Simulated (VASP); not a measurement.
Output of a VASP run:

OSZICAR:
```
...
DAV:   5    -0.243293479850E+02    0.70056E-03   -0.53512E-03  5404   0.872E-01    0.599E-02
DAV:   6    -0.243292674508E+02    0.80534E-04   -0.44333E-04  5504   0.186E-01    0.150E-02
DAV:   7    -0.243292650839E+02    0.23669E-05   -0.22630E-05  5364   0.575E-02    0.200E-02
DAV:   8    -0.243292643911E+02    0.69278E-06   -0.28806E-06  3980   0.241E-02
   2 F= -.22057383E+02 E0= -.22057342E+02  d E =0.144930E+00
       N       E                     dE             d eps       ncg     rms          rms(c)
DAV:   1    -0.253354627437E+02   -0.10062E+01   -0.17360E+01  5004   0.654E+01    0.132E+01
DAV:   2    -0.247555718867E+02    0.57989E+00   -0.15638E+00  5044   0.158E+01    0.278E+00
DAV:   3    -0.246668140946E+02    0.88758E-01   -0.17419E-01  5229   0.378E+00    0.806E-01
DAV:   4    -0.246522508420E+02    0.14563E-01   -0.41675E-02  5424   0.244E+00    0.947E-01
DAV:   5    -0.246524797289E+02   -0.22889E-03   -0.32443E-03  5407   0.685E-01    0.952E-02
DAV:   6    -0.246522141568E+02    0.26557E-03   -0.73237E-04  5414   0.208E-01    0.157E-02
DAV:   7    -0.246522130498E+02    0.11070E-05   -0.37324E-05  5524   0.562E-02    0.168E-02
DAV:   8    -0.246522128008E+02    0.24901E-06   -0.86167E-07  3082   0.907E-03
   3 F= -.22214782E+02 E0= -.22214805E+02  d E =-.124687E-01
       N       E                     dE             d eps       ncg     rms          rms(c)
DAV:   1    -0.246508320473E+02    0.13810E-02   -0.12142E-03  4984   0.527E-01    0.112E-01
DAV:   2    -0.246507912223E+02    0.40825E-04   -0.97040E-05  5029   0.131E-01    0.223E-02
DAV:   3    -0.246507847657E+02    0.64567E-05   -0.11546E-05  5264   0.332E-02    0.665E-03
DAV:   4    -0.246507837779E+02    0.98778E-06   -0.24146E-06  3977   0.189E-02
   4 F= -.22214796E+02 E0= -.22214820E+02  d E =-.124829E-01
       N       E                     dE             d eps       ncg     rms          rms(c)
DAV:   1    -0.246498186867E+02    0.96608E-03   -0.55255E-04  4969   0.356E-01    0.774E-02
DAV:   2    -0.246497996478E+02    0.19039E-04   -0.43835E-05  4989   0.882E-02    0.159E-02
DAV:   3    -0.246497965618E+02    0.30861E-05   -0.56387E-06  5059   0.233E-02    0.442E-03
DAV:   4    -0.246497961237E+02    0.43812E-06   -0.10594E-06  2487   0.128E-02
   5 F= -.22214793E+02 E0= -.22214818E+02  d E =-.124802E-01
       N       E                     dE             d eps       ncg     rms          rms(c)
DAV:   1    -0.246502461335E+02   -0.44957E-03   -0.46983E-02  4954   0.262E+00    0.183E-01
DAV:   2    -0.246492204508E+02    0.10257E-02   -0.19638E-03  5214   0.447E-01    0.988E-02
DAV:   3    -0.246488609918E+02    0.35946E-03   -0.87082E-04  5249   0.278E-01    0.397E-02
DAV:   4    -0.246488608957E+02    0.96090E-07   -0.23768E-05  5189   0.511E-02    0.222E-02
DAV:   5    -0.246488601683E+02    0.72739E-06   -0.19428E-06  4428   0.147E-02
   6 F= -.22214769E+02 E0= -.22214785E+02  d E =0.236173E-04
       N       E                     dE             d eps       ncg     rms          rms(c)
DAV:   1    -0.246498707829E+02   -0.10099E-02   -0.13450E-02  4954   0.140E+00    0.979E-02
DAV:   2    -0.246495786386E+02    0.29214E-03   -0.56020E-04  5214   0.239E-01    0.525E-02
DAV:   3    -0.246494764286E+02    0.10221E-03   -0.25078E-04  5244   0.148E-01    0.212E-02
DAV:   4    -0.246494764044E+02    0.24128E-07   -0.66828E-06  5151   0.273E-02
   7 F= -.22214896E+02 E0= -.22214917E+02  d E =-.103113E-03
```

**OUTCAR**
```
------------------------ aborting loop because EDIFF is reached ----------------------------------------
  FORCE on cell =-STRESS in cart. coord.  units (eV):
  Direction    XX          YY          ZZ          XY          YZ          ZX
  --------------------------------------------------------------------------------------
  Total        2.4493378      2.4493380      2.4550415     -0.0000000      0.0000000     -0.0000000
  in kB      201.2123325    201.2123457    201.6808887     -0.0000000      0.0000000     -0.0000000
  external PRESSURE =       1.3685223 kB  Pullay stress =     200.0000000 kB
  volume of cell :       19.50
      direct lattice vectors                 reciprocal lattice vectors
     1.422124808 -2.463192503 -0.000000000     0.351586582 -0.202988601 -0.000000000
     1.422124808  2.463192503  0.000000000     0.351586582  0.202988601 -0.000000000
     0.000000000 -0.000000000  2.783803701     0.000000000 -0.000000000  0.359220731
 POSITION                                       TOTAL-FORCE (eV/Angst)
 -----------------------------------------------------------------------------------
      0.00000     -0.00000      2.78380         0.000000      0.000000      0.000000
      1.42212      0.82107      1.39190        -0.000000     -0.000000     -0.000000
 -----------------------------------------------------------------------------------
    total drift:                                0.000000     -0.000362      0.000000
  FREE ENERGIE OF THE ION-ELECTRON SYSTEM (eV)
  ---------------------------------------------------
  free  energy   TOTEN  =       -24.6494764044 eV

  energy  without entropy=      -24.6495396679  energy(sigma->0) =      -24.64949749
  enthalpy is  TOTEN    =       -22.2148962180 eV   P V=        2.4345801865

 reached required accuracy - stopping structural energy minimisation
```
(Selected blocks of OUTCAR.)

File POSCAR:
```
WC
1
    1.4328062897    -2.4816933681     0.0000000000
    1.4328062897     2.4816933681     0.0000000000
    0.0000000000     0.0000000000     2.7998920467
W C
1 1
Direct
  0.0000000000   0.0000000000   0.0000000000
  0.3333330000   0.6666670000   0.5000000000
```

**Question.** Write an INCAR and KPOINTS that could have produced this output.

**Answer.** One answer among several that fit: the input of the run itself, LDA (Ceperley-Alder, Perdew-Zunger), plane waves, VASP's LDA PAW potentials (set 64).

**KPOINTS**
```
Automatic mesh
0
Gamma
15 15 13
0 0 0
```

### INCAR
```
PSTRESS = 200   ! kbar
ENCUT = 620   ! plane-wave cut-off (eV)
LMAXMIX = 6   ! l cut-off of mixed one-centre charges
NELM = 100   ! most electronic steps
ISMEAR = 1
LASPH = T   ! aspherical one-centre terms
LREAL = F
PREC = Accurate
EDIFF = 1E-6   ! SCF stop (eV)
SIGMA = 0.1   ! width (eV)
LCHARG = F
EDIFFG = -0.02   ! ionic stop
ALGO = Normal   ! blocked Davidson
SYSTEM = WC
ISIF = 3
IBRION = 2   ! conjugate gradients
LWAVE = F
NSW = 40
```

POTCAR, in this order: W_sv C (LDA.64 set). Program: vasp_std.

Energy and stress use the plane-wave basis of the starting cell.

The compound is WC in the wc structure. This run relaxes it under an external pressure of 20 GPa. Symmetry was kept, so distortions that lower it aren't found.
